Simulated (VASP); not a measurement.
Computed with PBEsol GGA with spin-orbit coupling, VASP's PBE PAW potentials (set 64) (plane waves; VASP).

Input for VASP

**POSCAR**
```
ReSe2
1
   -0.0000000000     3.0048405990     3.0048405990
    3.0048405990    -0.0000000000     3.0048405990
    3.0048405990     3.0048405990    -0.0000000000
Re Se
1 2
Direct
  0.0000000000   0.0000000000   0.0000000000
  0.2500000000   0.2500000000   0.2500000000
  0.7500000000   0.7500000000   0.7500000000
```

INCAR:
```
! general
SYSTEM     = ReSe2
PREC       = Accurate
ENCUT      = 400
LREAL      = .FALSE.
LASPH      = .TRUE.

! electronic loop
EDIFF      = 1E-6
NELM       = 100
ALGO       = Normal
LMAXMIX    = 6

! smearing
ISMEAR     = 0
SIGMA      = 0.05

! functional
GGA        = PS
GGA_COMPAT = .FALSE.

! spin
MAGMOM     = 9*0
LSORBIT    = .TRUE.

! output
LWAVE      = .FALSE.
LCHARG     = .FALSE.
```

### KPOINTS
```
Automatic mesh
0
Gamma
8 8 8
0 0 0
```

### KPOINTS_OPT
```
k-points along high-symmetry lines
8
Line-mode
Reciprocal
  0.000000   0.000000   0.000000 ! GAMMA
  0.500000   0.000000   0.500000 ! X

  0.500000   0.000000   0.500000 ! X
  0.625000   0.250000   0.625000 ! U

  0.375000   0.375000   0.750000 ! K
  0.000000   0.000000   0.000000 ! GAMMA

  0.000000   0.000000   0.000000 ! GAMMA
  0.500000   0.500000   0.500000 ! L

  0.500000   0.500000   0.500000 ! L
  0.500000   0.250000   0.750000 ! W

  0.500000   0.250000   0.750000 ! W
  0.500000   0.000000   0.500000 ! X
```

POTCAR, in this order: Re Se (PBE.64 set). Program: vasp_ncl.

What does the run give for the energy per atom (σ→0), band gap (over mesh and band path)?

| Item | Value |
|---|---|
| energy per atom (σ→0) | -7.029 eV/atom |
| band gap (over mesh and band path) | none (metal, semimetal or under 0.01 eV) |

File OSZICAR:
```
...
DAV:  10    -0.210893345094E+02   -0.43042E-05   -0.97684E-04  2672   0.454E-01    0.629E-02
DAV:  11    -0.210893998100E+02   -0.65301E-04   -0.15095E-04  2220   0.110E-01    0.352E-02
DAV:  12    -0.210893952109E+02    0.45991E-05   -0.18104E-05  2588   0.972E-02    0.164E-02
DAV:  13    -0.210894007988E+02   -0.55879E-05   -0.20332E-05  2696   0.591E-02    0.627E-03
DAV:  14    -0.210893999585E+02    0.84029E-06   -0.15603E-06  1444   0.389E-02
   1 F= -.21089400E+02 E0= -.21087630E+02  d E =-.353904E-02  mag=    -0.0000    -0.0000    -0.0000
       N       E                     dE             ncg
       N       E                     dE             ncg
```

The structure was generated: ReSe2 was put into the fluorite type (Fm-3m), which need not be its known phase. It was relaxed first, which changed the volume by -15 %.
